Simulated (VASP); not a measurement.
An input for Ansatz (written as the equivalent of a VASP run, and not itself run):

Ansatz 0.2 input:
```yaml
crystal:
  lattice:
    - [0.0000000, 2.7799666, 2.7799666]
    - [2.7799666, 0.0000000, 2.7799666]
    - [2.7799666, 2.7799666, 0.0000000]
  atoms:
    - { symbol: Ag, position: [0.0000000, 0.0000000, 0.0000000] }
    - { symbol: Cl, position: [0.5000000, 0.5000000, 0.5000000] }
kpoints:
  mp_grid: { grid: [8, 8, 8] }
hamiltonian:
  xc: pbe
  dispersion: d3bj
  pseudopotentials: { kind: paw }
scf:
  occupations: { method: gaussian, width: 0.05 }
  max_iter: 100
output: { forces: true, stress: true, eigenvalues: true }
```

Task: Translate this input to VASP (INCAR, KPOINTS, POSCAR, choice of POTCAR).

Result: One answer among several that fit: 
File POSCAR:
```
AgCl
1.0
  0.0000000000   2.7799666301   2.7799666301
  2.7799666301   0.0000000000   2.7799666301
  2.7799666301   2.7799666301   0.0000000000
Ag Cl
1 1
direct
  0.0000000000   0.0000000000   0.0000000000
  0.5000000000   0.5000000000   0.5000000000
```

File KPOINTS:
```
Automatic mesh
0
Gamma
8 8 8
0 0 0
```

### INCAR
```
SYSTEM = AgCl
PREC = Accurate; ENCUT = 520; LREAL = F
LASPH = T
EDIFF = 1E-7; NELM = 100; ALGO = Normal
LMAXMIX = 4
ISMEAR = 0; SIGMA = 0.05
GGA = PE; IVDW = 12
ISIF = 2
LWAVE = F; LCHARG = F
```

POTCAR, in this order: Ag Cl (PBE.64 set). Program: vasp_std.

The two are equivalent in intent, not identical: each code has its own PAW files, so the cut-off isn't converted (ENCUT is set for VASP's; basis.ecutwfc is left out, and Ansatz then takes the one that its files recommend); Ansatz stops its SCF on the density residual and VASP on the energy change (EDIFF).

The compound is AgCl in the rock salt structure. This cell is one point of a volume scan, at 1.03 of the reference volume.
